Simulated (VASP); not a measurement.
All values below come from PBEsol GGA, VASP's PBE PAW potentials (set 64) (plane waves; VASP).

Input for VASP

**POSCAR**
```
CdSe(110) slab
1.0
  7.4671000506   0.0000000000   0.0000000000
  0.0000000000   7.0252201352   0.0000000000
  0.0000000000   0.0000000000  25.8166655392
Cd Se
10 10
Cart
  0.8332829724   0.2280930489   9.1212621360
  6.6338170782   3.7407031165   9.1212621360
  5.0281024127   6.9356809668  10.6711470998
  2.4389976379   3.4230708992  10.6711470998
  1.2666269483   6.9525018919  12.9083327696
  6.2004731023   3.4398918243  12.9083327696
  5.0281024127   6.9356809668  15.1455184394
  2.4389976379   3.4230708992  15.1455184394
  0.8332829724   0.2280930489  16.6954034032
  6.6338170782   3.7407031165  16.6954034032
  1.3689210338   2.6334474372   8.4176881583
  6.0981790168   6.1460575048   8.4176881583
  4.9608509640   2.5748747472  10.7478884238
  2.5062490866   6.0874848148  10.7478884238
  1.2514079649   2.5863799677  12.9083327696
  6.2156920857   6.0989900353  12.9083327696
  4.9608509640   2.5748747472  15.0687771154
  2.5062490866   6.0874848148  15.0687771154
  1.3689210338   2.6334474372  17.3989773809
  6.0981790168   6.1460575048  17.3989773809
```

### INCAR
```
LREAL = Auto   ! projection in real space or not
EDIFF = 1E-6   ! SCF stop (eV)
SIGMA = 0.05   ! width (eV)
LVHAR = T
PREC = Normal
ISMEAR = 0   ! Gaussian
SYSTEM = CdSe(110) slab
LORBIT = 11
LCHARG = F
IDIPOL = 3
NELM = 100
ALGO = Normal
GGA = PS   ! PBEsol
ENCUT = 400
NELMIN = 4
LWAVE = F
DIPOL = 0.5 0.5 0.5
LASPH = T   ! aspherical one-centre terms
LDIPOL = T
LMAXMIX = 4   ! l cut-off of mixed one-centre charges
```

### KPOINTS
```
Automatic mesh
0
Gamma
3 3 1
0 0 0
```

POTCAR, in this order: Cd Se (PBE.64 set). Program: vasp_std. Read from the step before: WAVECAR.

The resulting files:

### OUTCAR
```
 ion  position               nearest neighbor table
   1  0.112  0.032  0.353-  11 2.56  12 2.56  14 2.61   3 3.63
   2  0.888  0.532  0.353-  12 2.56  11 2.56  13 2.61   4 3.63
   3  0.673  0.987  0.413-  12 2.62  14 2.66  13 2.67  16 2.67   1 3.63
   4  0.327  0.487  0.413-  11 2.62  13 2.66  14 2.67  15 2.67   2 3.63
   5  0.170  0.990  0.500-  14 2.64  18 2.64  16 2.66  15 2.66
   6  0.830  0.490  0.500-  13 2.64  17 2.64  15 2.66  16 2.66
   7  0.673  0.987  0.587-  20 2.62  18 2.66  17 2.67  16 2.67   9 3.63
   8  0.327  0.487  0.587-  19 2.62  17 2.66  18 2.67  15 2.67  10 3.63
   9  0.112  0.032  0.647-  19 2.56  20 2.56  18 2.61   7 3.63
  10  0.888  0.532  0.647-  20 2.56  19 2.56  17 2.61   8 3.63
  11  0.183  0.375  0.326-   1 2.56   2 2.56   4 2.62
  12  0.817  0.875  0.326-   2 2.56   1 2.56   3 2.62
  13  0.664  0.367  0.416-   2 2.61   6 2.64   4 2.66   3 2.67
  14  0.336  0.867  0.416-   1 2.61   5 2.64   3 2.66   4 2.67
  15  0.168  0.368  0.500-   6 2.66   5 2.66   4 2.67   8 2.67
  16  0.832  0.868  0.500-   5 2.66   6 2.66   3 2.67   7 2.67
  17  0.664  0.367  0.584-  10 2.61   6 2.64   8 2.66   7 2.67
  18  0.336  0.867  0.584-   9 2.61   5 2.64   7 2.66   8 2.67
  19  0.183  0.375  0.674-   9 2.56  10 2.56   8 2.62
  20  0.817  0.875  0.674-  10 2.56   9 2.56   7 2.62
  LATTYP: Found a simple orthorhombic cell.
 ALAT       =     7.0252201352
 B/A-ratio  =     1.0628990846
 C/A-ratio  =     3.6748550284
 Subroutine PRICEL returns:
 Original cell was already a primitive cell.
 Subroutine GETGRP returns: Found  4 space group operations
The static configuration has the point symmetry C_1h.
 The point group associated with its full space group is C_2v.
The dynamic configuration has the point symmetry C_1h.
 Subroutine INISYM returns: Found  4 space group operations
 Subroutine IBZKPT returns following result:
 Found      4 irreducible k-points:

 Following reciprocal coordinates:
            Coordinates               Weight
  0.000000  0.000000  0.000000      1.000000
  0.333333  0.000000  0.000000      2.000000
  0.000000  0.333333  0.000000      2.000000
...
```

OSZICAR:
```
       N       E                     dE             d eps       ncg     rms          rms(c)
DAV:   1    -0.597435457677E+02   -0.59744E+02   -0.97525E-06   808   0.861E-03    0.423E-03
DAV:   2    -0.597435449915E+02    0.77622E-06   -0.29193E-06   744   0.529E-03    0.234E-03
DAV:   3    -0.597435448402E+02    0.15132E-06   -0.12060E-06   632   0.234E-03    0.110E-03
DAV:   4    -0.597435448602E+02   -0.19976E-07   -0.19934E-07   476   0.107E-03
   1 F= -.59743545E+02 E0= -.59743545E+02  d E =-.179752E-13
```

**OUTCAR**
```
------------------------ aborting loop because EDIFF is reached ----------------------------------------
  FORCE on cell =-STRESS in cart. coord.  units (eV):
  Direction    XX          YY          ZZ          XY          YZ          ZX
  --------------------------------------------------------------------------------------
  Total       -2.5907649     -2.3481203     -1.7657243      0.0000000      0.0000000      0.0000000
  in kB       -3.0649722     -2.7779144     -2.0889181      0.0000000      0.0000000      0.0000000
  external PRESSURE =      -2.6439349 kB  Pullay stress =       0.0000000 kB
  volume of cell :     1354.29
      direct lattice vectors                 reciprocal lattice vectors
     7.467100051  0.000000000  0.000000000     0.133920798  0.000000000  0.000000000
     0.000000000  7.025220135  0.000000000     0.000000000  0.142344294  0.000000000
     0.000000000  0.000000000 25.816665539     0.000000000  0.000000000  0.038734669
 POSITION                                       TOTAL-FORCE (eV/Angst)
 -----------------------------------------------------------------------------------
      0.83328      0.22809      9.12126         0.000967     -0.012710     -0.007613
      6.63382      3.74070      9.12126        -0.000967     -0.012710     -0.007613
      5.02810      6.93568     10.67115        -0.000236     -0.004711      0.004549
      2.43900      3.42307     10.67115         0.000236     -0.004711      0.004549
      1.26663      6.95250     12.90833        -0.004703     -0.004999      0.000000
      6.20047      3.43989     12.90833         0.004703     -0.004999      0.000000
      5.02810      6.93568     15.14552        -0.000236     -0.004711     -0.004549
      2.43900      3.42307     15.14552         0.000236     -0.004711     -0.004549
      0.83328      0.22809     16.69540         0.000967     -0.012710      0.007613
      6.63382      3.74070     16.69540        -0.000967     -0.012710      0.007613
      1.36892      2.63345      8.41769         0.000430      0.014070      0.008284
      6.09818      6.14606      8.41769        -0.000430      0.014070      0.008284
      4.96085      2.57487     10.74789         0.007563     -0.001712     -0.002209
      2.50625      6.08748     10.74789        -0.007563     -0.001712     -0.002209
      1.25141      2.58638     12.90833         0.007767      0.015126      0.000000
      6.21569      6.09899     12.90833        -0.007767      0.015126      0.000000
      4.96085      2.57487     15.06878         0.007563     -0.001712      0.002209
      2.50625      6.08748     15.06878        -0.007563     -0.001712      0.002209
      1.36892      2.63345     17.39898         0.000430      0.014070     -0.008284
      6.09818      6.14606     17.39898        -0.000430      0.014070     -0.008284
 -----------------------------------------------------------------------------------
    total drift:                                0.000000     -0.026870      0.000023
  FREE ENERGIE OF THE ION-ELECTRON SYSTEM (eV)
  ---------------------------------------------------
  free  energy   TOTEN  =       -59.7435448602 eV

  energy  without entropy=      -59.7435448602  energy(sigma->0) =      -59.74354486

 total charge

# of ion       s       p       d       tot
------------------------------------------
    1        0.489   0.292   9.537  10.317
    2        0.489   0.292   9.537  10.317
    3        0.447   0.309   9.545  10.302
    4        0.447   0.309   9.545  10.302
    5        0.446   0.315   9.545  10.307
    6        0.446   0.315   9.545  10.307
    7        0.447   0.309   9.545  10.302
    8        0.447   0.309   9.545  10.302
    9        0.489   0.292   9.537  10.317
   10        0.489   0.292   9.537  10.317
   11        1.463   2.332   0.023   3.818
   12        1.463   2.332   0.023   3.818
   13        1.447   2.372   0.022   3.841
   14        1.447   2.372   0.022   3.841
   15        1.447   2.365   0.021   3.832
   16        1.447   2.365   0.021   3.832
   17        1.447   2.372   0.022   3.841
   18        1.447   2.372   0.022   3.841
   19        1.463   2.332   0.023   3.818
   20        1.463   2.332   0.023   3.818
--------------------------------------------------
tot         19.170  26.577  95.642 141.389
```
(Selected blocks of OUTCAR.)

The cell is a thin slab with vacuum, built from CdSe (wurtzite): (110) face.
